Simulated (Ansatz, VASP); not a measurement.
**Two plane-wave programs on HPbNO4**

Contents of INCAR:

```
ALGO = Normal
EDIFF = 1E-7
ENCUT = 520
GGA = PE
ISIF = 2
ISMEAR = -1
KPAR = 4
LASPH = True
LCHARG = False
LREAL = False
LWAVE = False
NBANDS = 31
NELM = 80
PREC = Accurate
SIGMA = 0.05
```

The input KPOINTS:

```
k-points
0
Gamma
  8 6 6
```

Contents of POSCAR:

```
HPbNO4
1.0
    4.3036241364     -0.0004026491      0.0064021204
   -2.0977916605      5.2422394157     -0.0493949764
   -2.1378351119     -1.8780962541      4.9474600214
H Pb N O
1 1 1 4
Direct
    0.9907300000      0.0333000000      0.9099400000
    0.5027400000      0.8198900000      0.1428700000
    0.0083800000      0.4740800000      0.5026500000
    0.9981600000      0.9274100000      0.0287700000
    0.1946700000      0.7343500000      0.6085200000
    0.8167300000      0.3588200000      0.2455600000
    0.0138100000      0.3312100000      0.6521700000
```

File input.yaml:

```yaml
crystal:
  lattice:
    - [4.3036241364, -0.0004026491, 0.0064021204]
    - [-2.0977916605, 5.2422394157, -0.0493949764]
    - [-2.1378351119, -1.8780962541, 4.9474600214]
  atoms:
    - { symbol: H, position: [0.99073, 0.0333, 0.90994] }
    - { symbol: Pb, position: [0.50274, 0.81989, 0.14287] }
    - { symbol: "N", position: [0.00838, 0.47408, 0.50265] }
    - { symbol: O, position: [0.99816, 0.92741, 0.02877] }
    - { symbol: O, position: [0.19467, 0.73435, 0.60852] }
    - { symbol: O, position: [0.81673, 0.35882, 0.24556] }
    - { symbol: O, position: [0.01381, 0.33121, 0.65217] }
hamiltonian:
  xc: pbe
  pseudopotentials: { kind: paw }
kpoints:
  mp_grid: { grid: [8, 6, 6] }
scf:
  occupations: { method: fermi_dirac, width: 0.05 }
output:
  forces: true
  stress: true
  eigenvalues: true
```

Change from the starting cell: volume scaled by 1.02.

Alike in both runs: task single point; functional PBE; k mesh 8 × 6 × 6; occupations fermi-dirac, width 0.05 eV; no spin polarisation.

|  | VASP | Ansatz |
| --- | --- | --- |
| version | VASP 6.6.1 | Ansatz 0.2.0 |
| potentials or method | VASP PAW PBE potentials, release 64 (H, Pb_d, N, O) | Ansatz PAW |
| plane-wave cutoff (eV) | 520 | 420 |
| valence electrons in the cell | 44 | 44 |

Ansatz gave:

| Quantity | Value |
| --- | --- |
| gap on the k mesh at the Fermi level (eV) | 2.79 |
| least direct gap on the mesh (eV) | 3.12 |
| pressure (GPa) | -1.6 |
| largest component of the traceless stress (GPa) | 0.81 |
| rms of the force components (eV/Å) | 0.205 |

Estimate VASP's values.

gap on the k mesh at the Fermi level (eV): 2.76; least direct gap on the mesh (eV): 3.09; pressure (GPa): -1.1; largest component of the traceless stress (GPa): 0.12; rms of the force components (eV/Å): 0.076.

Atom by atom the forces differ by 0.138 eV/Å (rms over components). One of these differences is far larger than is usual between the two programs; its cause wasn't traced.

Caveats: spin-orbit coupling is left out, which as a rule narrows the gap of such compounds by several tenths of an eV; the pressure holds a Pulay correction of +0.6 GPa for the finite cutoff (Ansatz). A k mesh can miss the band edges.
